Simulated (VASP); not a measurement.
A run of VASP 6.6.1 is set up as follows.

The input INCAR:

```
SYSTEM = Li4B4H15
  PREC = Accurate
  ENCUT = 520
  EDIFF = 1E-6
  ISMEAR = 0
  SIGMA = 0.05
  LREAL = Auto
  LASPH = .TRUE.
  NELM = 100
  ALGO = Fast
  ISIF = 2
  LWAVE = .FALSE.
  LCHARG = .FALSE.
  GGA = PS
  NBANDS = 36
```

File KPOINTS:

```
regular mesh
0
G
  4 4 4
  0 0 0
```

The input POSCAR:

```
Li4B4H15
1.0
    5.6432012145      0.0000000000      0.0000000000
    0.0000000000     -5.6432012145      0.0000000000
    0.0000000000      0.0000000000     -5.6432012145
Li B H
4 4 15
Direct
    0.4757725089      0.0242275607      0.5199858889
   -0.0131299589      0.5131300285      0.5254211018
    0.0032671172      0.0377569383      0.0444339995
    0.4622429541      0.4967329524      1.0444341387
    0.4687956178      0.0312044517      0.0133916898
    0.0379298898      0.4620701798     -0.0306675225
   -0.0076814557     -0.0347749429      0.4873870159
    0.5347750125      0.5076813481      0.4873870159
    0.8991726162      0.6008274153      0.0620612285
    0.8345024076      0.0189929432      0.6286259988
    0.4810071264      0.6654976240      0.6286259988
    0.3083191497      0.9308844041      0.9108665108
    0.9299360063      0.3196400290      0.8459379382
    0.9061018393      0.8592029268      0.3188325086
    0.3570927074      0.4001480568      0.4204197068
    0.5713489343      0.9286510973      0.1718024864
    0.1494906823      0.3505092101      0.1211266397
    0.1330576337      0.8346124515      0.5894223639
    0.6653875801      0.3669422587      0.5894223639
    0.5691156274      0.1916809199      0.9108666880
    0.1803598634      0.5700640253      0.8459379382
    0.0998520128      0.1429073622      0.4204197068
    0.6407971048      0.5938981923      0.3188325086
```

Potentials or basis: VASP PAW PBE potentials, release 64 (Li_sv, B, H).

The run is started by

```console
$ cat potpaw_PBE.64/Li_sv/POTCAR potpaw_PBE.64/B/POTCAR potpaw_PBE.64/H/POTCAR > POTCAR
$ mpirun -np 1 vasp_std > vasp.out
```

**Question.** Estimate the band gap on the k mesh.

**Answer.** None (metal or under the smearing width).

**Question.** Estimate the largest force.

**Answer.** 0.099 eV/Å.

Forces in eV/Å, atoms in the order of the input:
```
Li  -0.013 -0.013  0.005
Li  -0.018 -0.018  0.011
Li  -0.012 -0.004 -0.006
Li  -0.004 -0.012 -0.006
B    0.033  0.033 -0.030
B   -0.003 -0.003 -0.011
B    0.038 -0.018 -0.006
B   -0.018  0.038 -0.006
H   -0.051 -0.051  0.049
H    0.002  0.037 -0.014
H    0.037  0.002 -0.014
H   -0.016  0.003 -0.007
H    0.000 -0.001  0.036
H    0.012  0.022 -0.001
H   -0.002 -0.023 -0.009
H    0.023  0.023  0.008
H   -0.065 -0.065 -0.037
H    0.043  0.012  0.011
H    0.012  0.043  0.011
H    0.003 -0.016 -0.007
H   -0.001  0.000  0.036
H   -0.023 -0.002 -0.009
H    0.022  0.012 -0.001
```

Caveat: the PAW data sets were made with another functional, which shifts forces and pressure a little.
